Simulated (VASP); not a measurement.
Input for VASP

INCAR:
```
# general
SYSTEM  = Ga3InP4
PREC    = Accurate
ENCUT   = 400
LREAL   = .FALSE.
LASPH   = .TRUE.

# electronic loop
EDIFF   = 1E-6
NELM    = 100
ALGO    = Normal
LMAXMIX = 4

# smearing
ISMEAR  = 0
SIGMA   = 0.05

# functional
GGA     = PS

# ions
IBRION  = 2
NSW     = 60
ISIF    = 3
EDIFFG  = -0.02

# output
LWAVE   = .FALSE.
LCHARG  = .FALSE.
```

KPOINTS:
```
kpoints
0
Gamma
 3 3 6
0 0 0
```

### POSCAR
```
Ga3InP4
1
    0.0012198893     5.5468155504     5.5380164282
    5.5468155504     0.0012198893     5.5380164282
    2.7740177199     2.7740177199     0.0000000000
In P Ga
1 4 3
Direct
  0.9993165891   0.9993165891   0.0013668217
  0.1359518671   0.1359518671   0.2280962657
  0.1299735388   0.6094686614   0.2605577997
  0.6094686614   0.1299735388   0.2605577997
  0.6250616425   0.6250616425   0.2498767151
  0.0001626909   0.5002326670   0.9996046421
  0.5002326670   0.0001626909   0.9996046421
  0.4998323431   0.4998323431   0.0003353138
```

POTCAR, in this order: In_d P Ga_d (PBE.64 set). Program: vasp_std.

**Question.** Write an equivalent input for Ansatz.

**Answer.** One equivalent input (not run):
Ansatz 0.2 input:
```yaml
crystal:
  lattice:
    - [0.0012199, 5.5468156, 5.5380164]
    - [5.5468156, 0.0012199, 5.5380164]
    - [2.7740177, 2.7740177, 0.0000000]
  atoms:
    - { symbol: In, position: [0.9993166, 0.9993166, 0.0013668] }
    - { symbol: P, position: [0.1359519, 0.1359519, 0.2280963] }
    - { symbol: P, position: [0.1299735, 0.6094687, 0.2605578] }
    - { symbol: P, position: [0.6094687, 0.1299735, 0.2605578] }
    - { symbol: P, position: [0.6250616, 0.6250616, 0.2498767] }
    - { symbol: Ga, position: [0.0001627, 0.5002327, 0.9996046] }
    - { symbol: Ga, position: [0.5002327, 0.0001627, 0.9996046] }
    - { symbol: Ga, position: [0.4998323, 0.4998323, 0.0003353] }
kpoints:
  mp_grid: { grid: [3, 3, 6] }
hamiltonian:
  xc: pbesol
  pseudopotentials: { kind: paw }
scf:
  occupations: { method: gaussian, width: 0.05 }
  max_iter: 100
relax:
  max_steps: 60
  f_tol: 0.02
  cell: {}
output: { forces: true, stress: true, eigenvalues: true }
```
The two are equivalent in intent, not identical: each code has its own PAW files, so the cut-off isn't converted (ENCUT is set for VASP's; basis.ecutwfc is left out, and Ansatz then takes the one that its files recommend); Ansatz stops its SCF on the density residual and VASP on the energy change (EDIFF).

The structure was generated: Ga3InP4 was put into an ordered model structure (Amm2), which need not be its known phase. This run relaxes it. Symmetry was kept, so distortions that lower it aren't found. The start is the result of an earlier pass.
